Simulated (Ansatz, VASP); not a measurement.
BeAl in VASP and in Ansatz

```
CELL_PARAMETERS angstrom
2.71586 0.00000 0.00000
-1.35793 2.35200 0.00000
0.00000 0.00000 4.01907
ATOMIC_POSITIONS crystal
Be 0.00000 0.00000 0.00000
Al 0.33333 0.66667 0.50000
```

Alike in both runs: functional PBE; k mesh 24 × 24 × 14; occupations gaussian, width 0.1 eV; no spin polarisation.

Ansatz relaxed the structure, and its values are those at the end. VASP's run is a single point on that final structure, the one shown.

```csv
,VASP,Ansatz
version,VASP 6.6.1,Ansatz 0.2.0
potentials or method,"VASP PAW PBE potentials, release 64 (Be, Al)","scalar-relativistic, plane waves, PAW"
plane-wave cutoff (eV),520,420
valence electrons in the cell,5,5
```

```csv
,VASP,Ansatz,Ansatz less VASP
gap on the k mesh at the Fermi level (eV),none,none,-
pressure (GPa),0.0,0.0,-0.01
```

A gap of «none» marks a metal or a gap that the smearing closes.
